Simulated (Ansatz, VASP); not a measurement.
# SiGe60H37Cl (dichlorosilane after losing HCl on H:Ge(100)-2x1) in two plane-wave programs, part 2 of 2

Wanted: the spread between two codes on one cell, functional and k mesh. Of the first pair: The structure shown is the start of the Ansatz relaxation below; VASP solves that cell, so the two are compared at the walk's first step.

VASP 6.6.1 and Ansatz 0.2.0.

So far. Step 4 (Side by side): The forces differ by 12 meV/Å r.m.s., which is 6.0 % of the r.m.s. force of 0.198 eV/Å (both taken over all components). With vacuum in the cell, a pressure given here is an average over mostly empty space and none of the material.

## 5. Ansatz: relaxation, PBE with D3(BJ)

Level of this step: Ansatz beside VASP: Kohn-Sham DFT, plane waves, PBE with D3(BJ) (Ansatz).

This run makes the geometry at which the two programs are then compared.

The structure compared here is the end of the Ansatz relaxation.

Contents of input.yaml:

```yaml
crystal:
  lattice:
    - [16.29174, 0.0, 0.0]
    - [0.0, 12.21881, 0.0]
    - [0.0, 0.0, 23.95266]
  atoms:
    - { symbol: Ge, position: [0.0, 0.0, 0.07887] }
    - { symbol: Ge, position: [0.125, 0.0, 0.13899] }
    - { symbol: Ge, position: [0.12608, 0.1667, 0.19741] }
    - { symbol: Ge, position: [0.00693, 0.16689, 0.26274] }
    - { symbol: Ge, position: [0.0492, 0.99975, 0.31489] }
    - { symbol: Ge, position: [0.0, 0.33333, 0.07887] }
    - { symbol: Ge, position: [0.125, 0.33333, 0.13899] }
    - { symbol: Ge, position: [0.12659, 0.49995, 0.19723] }
    - { symbol: Ge, position: [0.00671, 0.49979, 0.26221] }
    - { symbol: Ge, position: [0.05014, 0.33369, 0.31501] }
    - { symbol: Ge, position: [0.0, 0.66667, 0.07887] }
    - { symbol: Ge, position: [0.125, 0.66667, 0.13899] }
    - { symbol: Ge, position: [0.12572, 0.83334, 0.19728] }
    - { symbol: Ge, position: [0.00625, 0.83311, 0.26248] }
    - { symbol: Ge, position: [0.04927, 0.66638, 0.31471] }
    - { symbol: Ge, position: [0.25, 0.0, 0.07887] }
    - { symbol: Ge, position: [0.375, 0.0, 0.13899] }
    - { symbol: Ge, position: [0.37442, 0.16664, 0.20299] }
    - { symbol: Ge, position: [0.2455, 0.16657, 0.26261] }
    - { symbol: Ge, position: [0.203, 0.9998, 0.31491] }
    - { symbol: Ge, position: [0.25, 0.33333, 0.07887] }
    - { symbol: Ge, position: [0.375, 0.33333, 0.13899] }
    - { symbol: Ge, position: [0.37841, 0.49924, 0.20453] }
    - { symbol: Ge, position: [0.24675, 0.50006, 0.26209] }
    - { symbol: Ge, position: [0.20416, 0.33383, 0.31497] }
    - { symbol: Ge, position: [0.25, 0.66667, 0.07887] }
    - { symbol: Ge, position: [0.375, 0.66667, 0.13899] }
    - { symbol: Ge, position: [0.37614, 0.83341, 0.20364] }
    - { symbol: Ge, position: [0.24561, 0.83325, 0.26228] }
    - { symbol: Ge, position: [0.20315, 0.66631, 0.3147] }
[... 63 atom lines left out ...]
    - { symbol: H, position: [0.74657, 0.30996, 0.37037] }
    - { symbol: H, position: [0.7409, 0.67605, 0.37489] }
    - { symbol: Si, position: [0.53995, 0.32984, 0.41582] }
    - { symbol: Cl, position: [0.61173, 0.46418, 0.43958] }
    - { symbol: H, position: [0.45469, 0.34896, 0.43605] }
    - { symbol: H, position: [0.57484, 0.23408, 0.44638] }
kpoints:
  mp_grid: { grid: [1, 1, 1] }
hamiltonian:
  xc: pbe
  dispersion: d3bj
scf:
  occupations: { method: fermi_dirac, width: 0.025 }
output:
  forces: true
relax:
  f_tol: 0.05
  max_steps: 120
  constraints:
    - { sites: [0, 1, 5, 6, 10, 11, 15, 16, 20, 21, 25, 26, 30, 31, 35, 36, 40, 41, 45, 46, 50, 51, 55, 56, 60, 61, 62, 63, 64, 65, 66, 67, 68, 69, 70, 71, 72, 73, 74, 75, 76, 77, 78, 79, 80, 81, 82, 83], fix: xyz }
```

Launch:

```bash
$ ansatz run input.yaml --threads 4 --pin off --max-ram 15872MiB --backend cpu --events-out ev --progress --plain --runs-dir out
```

Numbers of over 12 decimals in the logs are rounded to 6 here.

What it wrote:

```text
[...]
Crystal: 99 atoms, lattice volume = 4768.152 Å³
Basis set: ecut = 420 eV, 93107 PW (Γ), exchange–correlation on 240×180×324 points (8 copies of the dense FFT grid, shifted against one another)
Bands: 543, of which v1, the nominal top of the filled ones, is band 444 counted from 1 (443 counted from 0)
Symmetry: 1 space group operations
[...]
k-points: 1
[...]
- { symbol: H, position: [0.0, 0.230430, 0.041750] }
    - { symbol: H, position: [0.0, 0.563760, 0.041750] }
    - { symbol: H, position: [0.0, 0.769570, 0.041750] }
    - { symbol: H, position: [0.25, 0.102910, 0.041750] }
    - { symbol: H, position: [0.25, 0.897090, 0.041750] }
[...]
- { symbol: H, position: [0.732893, 0.332584, 0.368437] }
    - { symbol: H, position: [0.733665, 0.666706, 0.368723] }
    - { symbol: Si, position: [0.499643, 0.328767, 0.400144] }
    - { symbol: Cl, position: [0.553235, 0.456175, 0.444949] }
    - { symbol: H, position: [0.408627, 0.344113, 0.402733] }
    - { symbol: H, position: [0.522056, 0.224153, 0.428672] }
```

## 6. VASP: single point, PBE with D3(BJ), relaxed cell, pair 2

The same cell, functional, mesh and smearing now go to VASP, with its own data sets.

Contents of INCAR:

```
SYSTEM = SiGe60H37Cl
PREC = Accurate
ENCUT = 410
EDIFF = 1E-06
NELM = 120
ISMEAR = -1
SIGMA = 0.025
LREAL = Auto
ALGO = Normal
GGA = PE
IVDW = 12
NBANDS = 520
LORBIT = 11
LWAVE = .FALSE.
LCHARG = .FALSE.
ISIF = 2
LASPH = .TRUE.
GGA_COMPAT = .FALSE.
EFERMI = MIDGAP
NCORE = 2
```

Contents of POSCAR:

```
SiGe60H37Cl
1.0
   16.2917400000      0.0000000000      0.0000000000
    0.0000000000     12.2188100000      0.0000000000
    0.0000000000      0.0000000000     23.9526600000
Ge H Si Cl
60 37 1 1
Direct
    0.0000000000      0.0000000000      0.0788700000
    0.1250000000      0.0000000000      0.1389900000
    0.1249900000      0.1666800000      0.1935600000
    0.0057900000      0.1666700000      0.2561900000
    0.0472200000      0.9999500000      0.3070700000
    0.0000000000      0.3333300000      0.0788700000
    0.1250000000      0.3333300000      0.1389900000
    0.1249900000      0.4999800000      0.1935500000
    0.0058200000      0.5000000000      0.2561800000
    0.0472300000      0.3333300000      0.3071400000
    0.0000000000      0.6666700000      0.0788700000
    0.1250000000      0.6666700000      0.1389900000
    0.1249900000      0.8333300000      0.1935500000
    0.0057600000      0.8333000000      0.2561200000
    0.0472600000      0.6667000000      0.3071000000
    0.2500000000      0.0000000000      0.0788700000
    0.3750000000      0.0000000000      0.1389900000
    0.3747000000      0.1666800000      0.2000300000
    0.2441900000      0.1666800000      0.2561700000
    0.2028700000      0.9999200000      0.3070500000
    0.2500000000      0.3333300000      0.0788700000
    0.3750000000      0.3333300000      0.1389900000
    0.3748200000      0.4999300000      0.2002000000
    0.2441800000      0.5000200000      0.2561600000
    0.2029300000      0.3333700000      0.3071600000
    0.2500000000      0.6666700000      0.0788700000
    0.3750000000      0.6666700000      0.1389900000
    0.3750400000      0.8333500000      0.2001800000
    0.2442700000      0.8333000000      0.2560800000
    0.2028900000      0.6667200000      0.3070900000
[... 63 atom lines left out ...]
    0.7328900000      0.3325800000      0.3684400000
    0.7336600000      0.6667100000      0.3687200000
    0.4086300000      0.3441100000      0.4027300000
    0.5220600000      0.2241500000      0.4286700000
    0.4996400000      0.3287700000      0.4001400000
    0.5532300000      0.4561800000      0.4449500000
```

Contents of KPOINTS:

```
Automatic mesh
0
Gamma
1 1 1
0 0 0
```

The projector-augmented-wave data sets are Ge_d, H, Si and Cl (PBE family, release 64).

Launch:

```bash
$ mpirun -np 8 vasp_gam
```

What it wrote:

```text
[... set-up lines as in an earlier step ...]
 entering main loop
       N       E                     dE             d eps       ncg     rms          rms(c)
DAV:   1     0.127034215539E+05    0.12703E+05   -0.40045E+05  1128   0.284E+03
DAV:   2     0.235374043745E+04   -0.10350E+05   -0.10145E+05  1328   0.682E+02
DAV:   3    -0.109975382547E+03   -0.24637E+04   -0.23583E+04  1448   0.239E+02
DAV:   4    -0.386895290765E+03   -0.27692E+03   -0.27295E+03  1184   0.879E+01
[...]
DAV:  30    -0.388903482313E+03   -0.71283E-05   -0.18710E-07   696   0.235E-03    0.365E-04
DAV:  31    -0.388903486285E+03   -0.39724E-05   -0.16109E-07   688   0.142E-03    0.180E-04
DAV:  32    -0.388903486977E+03   -0.69180E-06   -0.52978E-08   696   0.134E-03
   1 F= -.40284253E+03 E0= -.40284253E+03  d E =-.294094E-10
```

OUTCAR, selected parts (step 6):

```text
  FREE ENERGIE OF THE ION-ELECTRON SYSTEM (eV)
  ---------------------------------------------------
  free  energy   TOTEN  =      -402.8425294087 eV

  energy  without entropy=     -402.8425294087  energy(sigma->0) =     -402.84252941
```

## 7. Side by side

Both answers:

```csv
quantity,Ansatz,VASP,difference
gap on the k mesh (eV),1.258,1.261,-0.003
```

Forces on 10 of the 99 atoms, those with the largest forces and the largest differences (eV/Å; atoms numbered as in POSCAR):

```csv
atom,"Ansatz x, y, z","VASP x, y, z"
Ge2,"0.001, 0.001, -0.917","0.001, 0.000, -0.917"
Ge7,"0.001, 0.000, -0.915","0.001, 0.000, -0.916"
Ge12,"0.001, -0.001, -0.916","0.001, -0.001, -0.916"
Ge21,"-0.200, 0.002, 0.531","-0.200, 0.002, 0.501"
Ge32,"0.011, -0.031, -0.932","0.011, -0.030, -0.932"
Ge37,"-0.005, 0.024, -0.910","-0.005, 0.024, -0.911"
Ge41,"0.201, -0.004, 0.534","0.201, -0.004, 0.504"
Ge42,"0.007, 0.009, -0.910","0.007, 0.009, -0.910"
Si98,"-0.013, 0.015, 0.016","0.002, 0.044, 0.042"
Cl99,"-0.007, -0.024, -0.010","-0.026, -0.058, -0.034"
```

The forces differ by 12 meV/Å r.m.s., which is 6.4 % of the r.m.s. force of 0.182 eV/Å (both taken over all components). A gap on the mesh is an upper bound, since the band edges may lie between its points. With vacuum in the cell, a pressure given here is an average over mostly empty space and none of the material.

## 8. Summary of results

```json
{
 "r.m.s. force difference (single point, PBE with D3(BJ), start cell, pair 1)": "12 meV/Å",
 "r.m.s. force difference (single point, PBE with D3(BJ), relaxed cell, pair 2)": "12 meV/Å"
}
```

**Reading.** The r.m.s. force difference is 12 meV/Å (single point, PBE with D3(BJ), start cell, pair 1), at about the 12 meV/Å picked in this series as the mark of a large difference. Such differences can come from data sets, numerical settings and the points named under the comparisons, not from the functional's error against experiment.

[Lines on the potential files, build, host, timing and source positions are cut from VASP's logs without a mark.]

[Logs are printed without paths, hosts, clocks, repeated set-up lines and the standing remarks that a program may print on its own settings, such as how far it seeks lower states.]

[Hosts, paths, dates, database ids (printed as entryN), source tags and the programs' standing remarks are cut or masked in the printed files.]
